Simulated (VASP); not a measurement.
Set up this calculation in VASP 6.6.1, as the native input.

| Property | Result |
| --- | --- |
| Task | single point |
| Functional | PBE |
| Potentials or basis | VASP PAW PBE potentials, release 64 (Mg, Cd, Te) |
| Cutoff | 520 eV |
| k mesh | 5 × 5 × 5 |
| Occupations | gaussian, width 0.05 eV |
| Spin | no spin polarisation |
| Further INCAR settings | PREC = Normal; LREAL = Auto; ALGO = Fast; EDIFF = 1e-05; NBANDS = 56 |

The structure of MgCd2Te3 lies in POSCAR:

```
MgCd2Te3
1.0
   -4.6594000000      4.6594000000     19.7078800000
    2.3297000000     -2.3297000000      9.8539400000
    2.3297000000      2.3297000000     -9.8539400000
Mg Cd Te
2 4 6
Direct
    0.0000000000      0.0000000000      0.0000000000
    0.5000000000      0.0000000000      0.0000000000
    0.1672380000      0.3344760000      0.0000000000
    0.6672380000      0.3344760000      0.0000000000
    0.3327620000      0.6655240000      0.0000000000
    0.8327620000      0.6655240000      0.0000000000
    0.4596830000      0.4193660000      0.5000000000
    0.9596830000      0.4193660000      0.5000000000
    0.2903170000      0.0806340000      0.5000000000
    0.7903170000      0.0806340000      0.5000000000
    0.1250000000      0.7500000000      0.5000000000
    0.6250000000      0.7500000000      0.5000000000
```

The cell was built by a generator and needn't be a form met in nature.

One way to write it, as run:

INCAR

```
ALGO = Fast
EDIFF = 1E-5
ENCUT = 520
GGA = PE
ISIF = 2
ISMEAR = 0
KPAR = 2
LASPH = True
LCHARG = False
LREAL = Auto
LWAVE = False
NBANDS = 56
NELM = 80
PREC = Normal
SIGMA = 0.05
```

KPOINTS

```
k-points
0
Gamma
  5 5 5
```

Potentials or basis: VASP PAW PBE potentials, release 64 (Mg, Cd, Te).

The run is started by

```bash
$ cat potpaw_PBE.64/Mg/POTCAR potpaw_PBE.64/Cd/POTCAR potpaw_PBE.64/Te/POTCAR > POTCAR
$ mpirun -np 2 vasp_std > vasp.out
```

It gave:

```
Pressure               : 0.1 GPa
Largest force          : 0.009 eV/Å
Band gap on the k mesh : 1.09 eV
```

Caveat: spin-orbit coupling is left out, which moves the levels of the heavy elements; an odd mesh through Γ misses points on the zone boundary, where band edges often lie.

It took 20 min on 2 MPI ranks on Intel(R) Xeon(R) Platinum 8259CL CPU @ 2.50GHz (Skylake/Cascade Lake), with other jobs on the host, peak memory 1.2 GiB a rank.
